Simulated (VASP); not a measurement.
# Cr3Au3S2 (R-3m) in VASP: density of states with PBE

Aim: the density of states of Cr3Au3S2 with PBE.

All numbers are computed with VASP 6.6.1; they aren't measurements. Logs are shortened: lines on timing, memory, paths and dates and some standing lists are left out, and cuts for length are marked.

### 1 Starting point

The structure is trigonal, space group R-3m (No. 166). Conventional cell: a = 5.209 Å, b = 5.209 Å, c = 17.537 Å, α = 90.00°, β = 90.00°, γ = 120.00°. Cr (site symmetry -3m) is surrounded by 6 Au at 3.29 Å and 6 S at 3.32 Å and 6 Cr at 3.36 Å. Around Cr (site symmetry 3m) lie 1 Cr at 2.85 Å and 4 S at 2.91 to 3.01 Å and 6 Au at 2.97 Å. Around Au (site symmetry 2/m) lie 2 S at 2.13 Å. S (site symmetry 3m) has 3 Au at 2.13 Å as nearest neighbours.

The cell was built by a generator and needn't be a form met in nature.

### 2 Density of states, PBE

File POSCAR:

```
Cr3Au3S2
1.0
    2.6046700000      4.5114200000      0.0000000000
   -2.6046700000      4.5114200000      0.0000000000
   -2.6046700000      1.5038040000      5.8456520000
Cr Au S
3 3 2
Direct
    0.5000000000      0.0000000000      0.5000000000
    0.0813000000      0.8374000000      0.2439000000
    0.9187000000      0.1626000000      0.7561000000
    0.5000000000      0.5000000000      0.0000000000
    0.0000000000      0.5000000000      0.0000000000
    0.5000000000      0.0000000000      0.0000000000
    0.2471000000      0.5058000000      0.7413000000
    0.7529000000      0.4942000000      0.2587000000
```

File INCAR.step1:

```
PREC = Accurate
ENCUT = 520
EDIFF = 1E-7
ISMEAR = 0
SIGMA = 0.0582
LREAL = False
LASPH = True
NELM = 100
ALGO = Fast
ISIF = 2
LWAVE = False
LCHARG = True
LMAXMIX = 4
GGA = PE
NBANDS = 50
```

File KPOINTS.step1:

```
regular mesh
0
Gamma
  8 8 8
```

File INCAR.step2:

```
PREC = Accurate
ENCUT = 520
EDIFF = 1E-7
ISMEAR = -5
SIGMA = 0.0582
LREAL = False
LASPH = True
NELM = 100
ALGO = Fast
ISIF = 2
LWAVE = False
LCHARG = False
LMAXMIX = 4
GGA = PE
LORBIT = 11
NBANDS = 50
NEDOS = 2001
ICHARG = 11
```

File KPOINTS.step2:

```
regular mesh
0
Gamma
  12 12 12
```

Potentials or basis: VASP PAW PBE potentials, release 64 (Cr_pv, Au, S).

Started as:

```sh
$ cat potpaw_PBE.64/Cr_pv/POTCAR potpaw_PBE.64/Au/POTCAR potpaw_PBE.64/S/POTCAR > POTCAR
$ cp INCAR.step1 INCAR
$ cp KPOINTS.step1 KPOINTS
$ mpirun -np 1 vasp_std > vasp.out
$ cp INCAR.step2 INCAR
$ cp KPOINTS.step2 KPOINTS
$ mpirun -np 1 vasp_std > vasp.out
```

OUTCAR:

```text
PREC = Accurate
   ENCUT = 520
   EDIFF = 1E-7
   ISMEAR = -5
   LREAL = False
   LASPH = True
   NELM = 100
   ISIF = 2
   GGA = PE
   LORBIT = 11
   ICHARG = 11

 ion  position               nearest neighbor table
   1  0.500  0.000  0.500-   6 3.29   6 3.29   5 3.29   5 3.29   4 3.29   4 3.29
   2  0.081  0.837  0.244-   3 2.85   7 2.91   5 2.97   6 2.97   4 2.97   4 2.97   6 2.97   5 2.97

   3  0.919  0.163  0.756-   2 2.85   8 2.91   5 2.97   6 2.97   4 2.97   4 2.97   6 2.97   5 2.97

   4  0.500  0.500  0.000-   7 2.13   8 2.13   5 2.60   6 2.60   6 2.60   5 2.60   3 2.97   2 2.97
                             3 2.97   2 2.97   1 3.29   1 3.29
   5  0.000  0.500  0.000-   7 2.13   8 2.13   4 2.60   4 2.60   6 2.60   6 2.60   2 2.97   3 2.97
                             2 2.97   3 2.97   1 3.29   1 3.29
   6  0.500  0.000  0.000-   7 2.13   8 2.13   4 2.60   4 2.60   5 2.60   5 2.60   3 2.97   2 2.97
                             2 2.97   3 2.97   1 3.29   1 3.29
   7  0.247  0.506  0.741-   4 2.13   5 2.13   6 2.13   2 2.91
   8  0.753  0.494  0.259-   4 2.13   6 2.13   5 2.13   3 2.91

  LATTYP: Found a trigonal (rhomboedric) cell.
 ALAT       =     6.5739926669
 COS(alpha) =     0.6860380766

  Lattice vectors:

 A1 = (   2.6046700000,   1.5038040000,   5.8456520000)
 A2 = (  -2.6046700000,   1.5038040000,   5.8456520000)
 A3 = (   0.0000000000,  -3.0076160000,   5.8456520000)

Analysis of symmetry for initial positions (statically):
=====================================================================
 Subroutine PRICEL returns:
 Original cell was already a primitive cell.

 Routine SETGRP: Setting up the symmetry group for a
 trigonal (rhombohedral) supercell.

 Subroutine GETGRP returns: Found 12 space group operations
 (whereof 12 operations were pure point group operations)
 out of a pool of 12 trial point group operations.

The static configuration has the point symmetry D_3d.

Analysis of symmetry for dynamics (positions and initial velocities):
=====================================================================
 Subroutine PRICEL returns:
 Original cell was already a primitive cell.

 Routine SETGRP: Setting up the symmetry group for a
 trigonal (rhombohedral) supercell.

 Subroutine GETGRP returns: Found 12 space group operations
 (whereof 12 operations were pure point group operations)
 out of a pool of 12 trial point group operations.

The dynamic configuration has the point symmetry D_3d.

 Subroutine INISYM returns: Found 12 space group operations
 (whereof 12 operations are pure point group operations),
 and found     1 'primitive' translations

----------------------------------------------------------------------------------------

                                     Primitive cell

  volume of cell :     137.3817

  direct lattice vectors                    reciprocal lattice vectors
     2.604670000  4.511420000  0.000000000     0.191962897  0.110829850  0.057022489
    -2.604670000  4.511420000  0.000000000    -0.191962897  0.110829850 -0.114044827
    -2.604670000  1.503804000  5.845652000     0.000000000  0.000000000  0.171067316

  length of vectors
     5.209339327  5.209339327  6.573992667     0.228876766  0.249277420  0.171067316

  position of ions in fractional coordinates (direct lattice)
     0.500000000  1.000000000  0.500000000
     0.081300000  0.837400000  0.243900000
     0.918700000  0.162600000  0.756100000
     0.500000000  0.500000000  0.000000000
     1.000000000  0.500000000  0.000000000
     0.500000000  1.000000000  0.000000000
     0.247100000  0.505800000  0.741300000
     0.752900000  0.494200000  0.258700000

  ion indices of the primitive-cell ions
   primitive index   ion index
                 1           1
                 2           2
                 3           3
                 4           4
                 5           5
                 6           6
                 7           7
                 8           8

----------------------------------------------------------------------------------------

 KPOINTS: regular mesh

Automatic generation of k-mesh.
 Grid dimensions read from file:
 generate k-points for:   12   12   12

 Generating k-lattice:

  Cartesian coordinates                     Fractional coordinates (reciprocal lattice)
     0.015996908  0.009235821  0.004751874     0.083333333 -0.000000000 -0.000000000
    -0.015996908  0.009235821 -0.009503736    -0.000000000  0.083333333 -0.000000000
     0.000000000  0.000000000  0.014255610     0.000000000  0.000000000  0.083333333

  Length of vectors
     0.019073064  0.020773118  0.014255610

  Shift w.r.t. Gamma in fractional coordinates (k-lattice)
     0.000000000  0.000000000  0.000000000

 TETIRR: Found   2570 inequivalent tetrahedra from    10368

 Subroutine IBZKPT returns following result:
 ===========================================

 Found    189 irreducible k-points:

 Following reciprocal coordinates:
            Coordinates               Weight
  0.000000  0.000000  0.000000      1.000000
  0.083333  0.000000  0.000000      6.000000
  0.166667  0.000000  0.000000      6.000000
  0.250000  0.000000  0.000000      6.000000
  0.333333 -0.000000  0.000000      6.000000
  0.416667  0.000000  0.000000      6.000000
[... 16 lines left out ...]
 -0.416667  0.166667 -0.000000     12.000000
 -0.333333  0.166667  0.000000     12.000000
 [... further k-points ...]
   k-points           NKPTS =    189   k-points in BZ     NKDIM =    189   number of bands    NBANDS=     50
   number of dos      NEDOS =   2001   number of ions     NIONS =      8
   total plane-waves  NPLWV =  80000
   dimension x,y,z NGX =    40 NGY =   40 NGZ =   50
   dimension x,y,z NGXF=    80 NGYF=   80 NGZF=  100
   ions per type =               3   3   2
   NGX,Y,Z   is equivalent  to a cutoff of  12.77, 12.77, 12.64 a.u.
   NGXF,Y,Z  is equivalent  to a cutoff of  25.53, 25.53, 25.29 a.u.
 SYSTEM =  unknown system
   PREC   = accura    normal or accurate (medium, high low for compatibility)
   ISTART =      0    job   : 0-new  1-cont  2-samecut
   ICHARG =     11    charge: 1-file 2-atom 10-const
   ISPIN  =      1    spin polarized calculation?
   LNONCOLLINEAR =      F non collinear calculations
   LSORBIT =      F    spin-orbit coupling
   LASPH  =      T    aspherical Exc in radial PAW
   ENCUT  =  520.0 eV  38.22 Ry    6.18 a.u.   9.69  9.69 12.22*2*pi/ulx,y,z
   NELM   =    100;   NELMIN=  2; NELMDL=  0     # of ELM steps
   EDIFF  = 0.1E-06   stopping-criterion for ELM
   LREAL  =      F    real-space projection
   EDIFFG = 0.1E-05   stopping-criterion for IOM
   NSW    =      0    number of steps for IOM
   IBRION =     -1    ionic relax: 0-MD 1-quasi-New 2-CG
   NFREE  =      0    steps in history (QN), initial steepest desc. (CG)
   ISIF   =      2    stress and relaxation
   ISYM   =      2    0-nonsym 1-usesym 2-fastsym
   POTIM  = 0.5000    time-step for ionic-motion
   TEBEG  =    0.0;   TEEND  =   0.0 temperature during run
   PSTRESS=    0.0 pullay stress
   NELECT =      81.0000    total number of electrons
   NUPDOWN=      -1.0000    fix difference up-down
   EMIN   =  10.00;   EMAX   =-10.00  energy-range for DOS
   EFERMI =   0.00;   METHOD = LEGACY
   ISMEAR =    -5;   SIGMA  =   0.06  broadening in eV -4-tet -1-fermi 0-gaus
   EFERMI_NEDOS =   21; number of points for ismear=-14 and -15
   IALGO  =     68    algorithm
   IMIX   =      4    mixing-type and parameters
     AMIX     =   0.40;   BMIX     =  1.00
     AMIX_MAG =   1.60;   BMIX_MAG =  1.00
  volume/ion in A,a.u.               =      17.17       115.89
  Fermi-wavevector in a.u.,A,eV,Ry     =   1.372757  2.594134 25.639643  1.884461
  Thomas-Fermi vector in A             =   2.498335
   LORBIT       =     11    0 simple, 1 ext, 2 COOP (PROOUT), +10 PAW based schemes
   GGA     = PE    functional components
   LHFCALC =     F    Hartree Fock is set to
   AEXX    =    0.0000 exact exchange contribution
   IVDW    =     0    specifies the selected vdW correction
   LEPSILON=     F    determine dielectric tensor
   LRPA    =     F    only Hartree local field effects (RPA)
 non-spin polarized calculation
 RMM-DIIS sequential band-by-band and
 Fermi weights with tetrahedron method with Bloechl corrections
  energy-cutoff  :      520.00
  volume of cell :      137.38
 maximum number of plane-waves:      3727

 number of electron      80.9999993 magnetization

 Free energy of the ion-electron system (eV)
  ---------------------------------------------------
  ext. energy  EPLUGINS =         0.00000000
  ---------------------------------------------------
  free energy    TOTEN  =       -31.35727130 eV

  energy without entropy =      -31.35727130  energy(sigma->0) =      -31.35727130

 E-fermi :   8.6058     XC(G=0): -11.5108

 val. band max:        8.6109555335   @ k =  -0.0833  -0.2500   0.3333
 cond. band min:       8.5980791120   @ k =  -0.4167   0.5000   0.1667
 fundamental gap:     -0.0128764215
 Fermi energy:         8.6058154003

 k-point     1 :       0.0000    0.0000    0.0000
  band No.  band energies     occupation
      1     -34.4301      2.00000
      2     -34.4278      2.00000
      3     -34.4278      2.00000
      4     -34.4091      2.00000
      5     -34.4091      2.00000
      6     -34.4089      2.00000
[... 42 lines left out ...]
     49       9.7370      0.00000
     50       9.7498      0.00000
[... 1217 lines left out ...]
     49      10.4004      0.00000
     50      11.1980      0.00000

 [... further k-points ...]

------------------------ aborting loop because EDIFF is reached ----------------------------------------

  FORCE on cell =-STRESS in cart. coord.  units (eV):
  Direction    XX          YY          ZZ          XY          YZ          ZX
  --------------------------------------------------------------------------------------
  -------------------------------------------------------------------------------------
  Total       23.9200454     23.9200372     12.7743363     -0.0000000     -0.0000058      0.0000000
  in kB      278.9611085    278.9610124    148.9772686     -0.0000000     -0.0000680      0.0000000
  external PRESSURE =     235.6331298 kB  Pullay stress =       0.0000000 kB

 VOLUME and BASIS-vectors are now :
 -----------------------------------------------------------------------------
  energy-cutoff  :      520.00
  volume of cell :      137.38
      direct lattice vectors                 reciprocal lattice vectors
     2.604670000  4.511420000  0.000000000     0.191962897  0.110829850  0.057022489
    -2.604670000  4.511420000  0.000000000    -0.191962897  0.110829850 -0.114044827
    -2.604670000  1.503804000  5.845652000     0.000000000  0.000000000  0.171067316

 POSITION                                       TOTAL-FORCE (eV/Angst)
 -----------------------------------------------------------------------------------
      0.00000      3.00761      2.92283         0.000000      0.000000      0.000000
     -2.60467      4.51142      1.42575         0.000000      0.000000     -0.086763
      0.00000      6.01522      4.41990         0.000000     -0.000000      0.086763
      0.00000      4.51142      0.00000         0.000000     -0.000000      0.000000
     -1.30234      2.25571      0.00000         0.000000     -0.000000      0.000000
      1.30234      2.25571      0.00000         0.000000     -0.000000      0.000000
     -2.60467      4.51142      4.33338         0.000000      0.000005    -11.104611
      0.00000      6.01523      1.51227        -0.000000     -0.000005     11.104611
 -----------------------------------------------------------------------------------
    total drift:                                0.000000     -0.000000     -0.000000

  FREE ENERGIE OF THE ION-ELECTRON SYSTEM (eV)
  ---------------------------------------------------
  free  energy   TOTEN  =       -31.3572712951 eV

  energy  without entropy=      -31.3572712951  energy(sigma->0) =      -31.35727130

 total charge

# of ion       s       p       d       tot
------------------------------------------
    1        0.205   6.063   4.066  10.334
    2        0.204   6.115   4.133  10.451
    3        0.204   6.115   4.133  10.451
    4        0.689   0.736   8.807  10.233
    5        0.689   0.736   8.807  10.233
    6        0.689   0.736   8.807  10.233
    7        1.362   2.371   0.000   3.733
    8        1.362   2.371   0.000   3.733
--------------------------------------------------
tot          5.403  25.242  38.754  69.399
```

It took 25 min on 1 thread of Intel Xeon Platinum 8559C (Emerald Rapids), shared host; peak memory 1 GiB.

What came out:

| Quantity | Value |
| --- | --- |
| Valence electrons inside the program's atomic spheres | Cr 10.33, 10.45; Au 10.23; S 3.73 |

States per cell in windows of 0.5 eV (zero at the Fermi level; states under -8 eV left out):
```tsv
from (eV)	total	Cr1_d	Cr2_d	Cr3_d	Au4_d	Au5_d	Au6_d
-8.0	2.88	0.00	0.01	0.01	0.62	0.62	0.62
-7.5	2.18	0.00	0.01	0.01	0.42	0.42	0.42
-7.0	3.97	0.01	0.02	0.02	0.83	0.83	0.83
-6.5	3.16	0.01	0.02	0.02	0.70	0.70	0.70
-6.0	3.87	0.01	0.04	0.04	0.81	0.81	0.81
-5.5	3.87	0.01	0.04	0.04	0.94	0.94	0.94
-5.0	2.94	0.01	0.03	0.03	0.71	0.71	0.71
-4.5	1.58	0.01	0.02	0.02	0.32	0.32	0.32
-4.0	2.59	0.03	0.03	0.03	0.36	0.36	0.36
-3.5	1.18	0.02	0.02	0.02	0.17	0.17	0.17
-3.0	1.62	0.03	0.04	0.04	0.22	0.22	0.22
-2.5	0.92	0.04	0.05	0.05	0.09	0.09	0.09
-2.0	0.98	0.05	0.11	0.11	0.09	0.09	0.09
-1.5	2.76	0.25	0.52	0.52	0.15	0.15	0.15
-1.0	6.45	1.54	1.45	1.45	0.15	0.15	0.15
-0.5	7.46	2.06	1.73	1.73	0.09	0.09	0.09
0.0	10.22	3.40	2.60	2.60	0.09	0.09	0.09
0.5	4.82	0.96	1.36	1.36	0.07	0.07	0.07
1.0	1.21	0.10	0.19	0.19	0.03	0.03	0.03
1.5	1.36	0.10	0.17	0.17	0.05	0.05	0.05
2.0	1.77	0.14	0.15	0.15	0.06	0.06	0.06
2.5	0.10	0.01	0.01	0.01	0.00	0.00	0.00
3.0	0.00	0.00	0.00	0.00	0.00	0.00	0.00
3.5	0.00	0.00	0.00	0.00	0.00	0.00	0.00
4.0	0.00	0.00	0.00	0.00	0.00	0.00	0.00
4.5	0.00	0.00	0.00	0.00	0.00	0.00	0.00
```

Caveat: the run has no spin polarisation, though such a crystal can be magnetic; tetrahedron occupations give inexact forces and stress in metals.
